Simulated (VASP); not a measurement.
Consider the following.

```
MgF2
1.0
    4.35498     0.00000     0.00000
    0.00000     4.35498     0.00000
    0.00000     0.00000     2.90494
Mg F
2 4
Cartesian
  0.00000   0.00000   0.00000
  2.17749   2.17749   1.45247
  1.31059   1.31059   0.00000
  3.48808   0.86690   1.45247
  0.86690   3.48808   1.45247
  3.04440   3.04440   0.00000
```

The numbers are results of PBE GGA, VASP's PBE PAW potentials (set 64) (plane waves; VASP), not measurements. Settings: 620 eV cut-off, 5×5×8 Γ-centred mesh, Gaussian smearing of 0.050 eV, potentials Mg F.

**Question.** What does the run give for the energy per atom (σ→0), pressure, band gap (on the k-mesh) with the smallest direct gap where there is one?

**Answer.** 
```
Quantity                                     Result
-----------------------------------  --------------
band gap (on the k-mesh)                    8.34 eV
smallest direct gap (on the k-mesh)         8.34 eV
energy per atom (σ→0)                -5.088 eV/atom
pressure                                  30.17 GPa
```

The compound is MgF2 in the rutile structure. It was relaxed first under an external pressure of 30 GPa.
